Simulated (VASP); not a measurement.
Here is a VASP 6.6.1 calculation.

File INCAR:

```
SYSTEM = Zn
  PREC = Accurate
  ENCUT = 520
  EDIFF = 1E-6
  ISMEAR = 0
  SIGMA = 0.1
  LREAL = .False.
  LASPH = .True.
  NELM = 60
  ALGO = Fast
  ISIF = 2
  LWAVE = .False.
  LCHARG = .False.
  GGA = PS
  NBANDS = 19
```

KPOINTS

```
Automatic mesh
0
Gamma
  18 18 10
  0 0 0
```

The input POSCAR:

```
Zn
1.0
    2.6143598000      0.0000000000      0.0000000000
   -1.3071799000      2.2641020000      0.0000000000
    0.0000000000      0.0000000000      4.8731610200
Zn
2
Direct
    0.3333333300      0.6666666700      0.2500000000
    0.6666666700      0.3333333300      0.7500000000
```

Potentials or basis: VASP PAW PBE potentials, release 64 (Zn).

The run is started by

```bash
$ cat potpaw_PBE.64/Zn/POTCAR > POTCAR
$ mpirun -np 1 vasp_std > vasp.out
```

Question: What does it give for the band gap on the k mesh?

Answer: None (metal or under the smearing width).

Question: Predict the pressure.

Answer: -0.5 GPa.

Stress tensor (GPa, compression positive):
```
-1.18  0.00  0.00
 0.00 -1.18  0.00
 0.00  0.00  0.77
```

Caveat: the PAW data sets were made with another functional, which shifts forces and pressure a little.
